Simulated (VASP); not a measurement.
A run of VASP 6.6.1 is set up as follows.

File INCAR:

```
SYSTEM = WS2
  PREC = Accurate
  ENCUT = 600
  EDIFF = 1E-6
  ISMEAR = 0
  SIGMA = 0.03
  LREAL = .FALSE.
  LASPH = .TRUE.
  NELM = 80
  ALGO = Normal
  ISIF = 3
  LWAVE = .FALSE.
  LCHARG = .FALSE.
  GGA = PS
  IBRION = 2
  NSW = 90
  EDIFFG = -0.01
  KPAR = 2
```

File KPOINTS:

```
regular mesh
0
G
  12 12 3
  0 0 0
```

POSCAR

```
WS2
1.0
    3.1800000000      0.0000000000      0.0000000000
   -1.5900000000      2.7539607840      0.0000000000
    0.0000000000      0.0000000000     12.5000000000
W S
2 4
Direct
    0.3333333333      0.6666666667      0.2500000000
    0.6666666667      0.3333333333      0.7500000000
    0.3333333333      0.6666666667      0.6250000000
    0.6666666667      0.3333333333      0.1250000000
    0.3333333333      0.6666666667      0.8750000000
    0.6666666667      0.3333333333      0.3750000000
```

Potentials or basis: VASP PAW PBE potentials, release 64 (W_sv, S).

Launch:

```sh
$ cat potpaw_PBE.64/W_sv/POTCAR potpaw_PBE.64/S/POTCAR > POTCAR
$ mpirun -np 2 vasp_std > vasp.out
```

Q: Estimate the space group after relaxing (to 0.05 Å).

A: P6_3/mmc (No. 194).

Q: Predict the band gap on the k mesh.

A: 1.11 eV, indirect (least direct gap 1.87 eV).

Step by step:
| step | energy change (eV) | largest force (eV/Å) | pressure (GPa) | volume (Å³) |
| --- | --- | --- | --- | --- |
| 1 | 0.0000 | 0.1340 | -2.56 | 109.47 |
| 2 | 0.0294 | 0.6171 | 5.37 | 104.91 |
| 3 | -0.0181 | 0.1422 | 0.27 | 107.70 |
| 4 | -0.0223 | 0.0815 | -0.07 | 107.50 |
| 5 | -0.0229 | 0.0217 | 0.02 | 107.56 |
| 6 | -0.0229 | 0.0255 | 0.02 | 107.55 |
| 7 | -0.0230 | 0.0192 | 0.07 | 107.58 |
| 8 | -0.0232 | 0.0019 | 0.22 | 107.65 |
| 9 | -0.0232 | 0.0341 | 0.53 | 107.80 |
| 10 | -0.0233 | 0.0108 | 0.34 | 107.70 |
| 11 | -0.0233 | 0.0101 | 0.34 | 107.72 |
| 12 | -0.0234 | 0.0074 | 0.31 | 107.77 |
| 13 | -0.0235 | 0.0021 | 0.26 | 107.86 |
| 14 | -0.0237 | 0.0085 | 0.17 | 108.06 |
| 15 | -0.0239 | 0.0290 | -0.02 | 108.44 |
| 16 | -0.0239 | 0.0326 | -0.05 | 108.51 |
| 17 | -0.0240 | 0.0239 | -0.03 | 108.59 |
| 18 | -0.0241 | 0.0025 | 0.04 | 108.81 |

Caveat: the PAW data sets were made with another functional, which shifts forces and pressure a little; spin-orbit coupling is left out, which moves the levels of the heavy elements; an odd mesh through Γ misses points on the zone boundary, where band edges often lie; this functional lacks dispersion, which binds the layers, so the pressure and a relaxed spacing across them are unreliable.
